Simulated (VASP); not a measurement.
BeTe (relaxed from the zinc blende structure, space group F-43m): computed properties

All values below come from PBEsol GGA, VASP's PBE PAW potentials (set 64) (plane waves; VASP).

- space group = F-43m (216)
- cell = a = b = c = 5.6111 Å, α = β = γ = 90.00°
- volume per atom = 22.08 Å^3/atom
- band gap (over mesh and band path) = 1.83 eV
- smallest direct gap (over mesh and band path) = 3.59 eV
- band-edge character = indirect, Γ to X
- density = 5.14 g/cm³

```cif
data_BeTe
_chemical_formula_sum 'Be1 Te1'
_space_group_name_H-M_alt 'P 1'
_space_group_IT_number 1
_cell_length_a 3.96764
_cell_length_b 3.96764
_cell_length_c 3.96764
_cell_angle_alpha 60.000
_cell_angle_beta 60.000
_cell_angle_gamma 60.000
loop_
_space_group_symop_operation_xyz
  'x, y, z'
loop_
_atom_site_label
_atom_site_type_symbol
_atom_site_fract_x
_atom_site_fract_y
_atom_site_fract_z
_atom_site_occupancy
Be1 Be 0.00000 0.00000 0.00000 1
Te1 Te 0.25000 0.25000 0.25000 1
```

Unless said otherwise, spin-orbit coupling is left out, though it shifts the bands of the heavy elements here.

The structure was generated: BeTe was put into the zinc blende type (F-43m), which need not be its known phase. It was relaxed first, which changed the volume by +12 %. Symmetry was kept, so distortions that lower it aren't found.
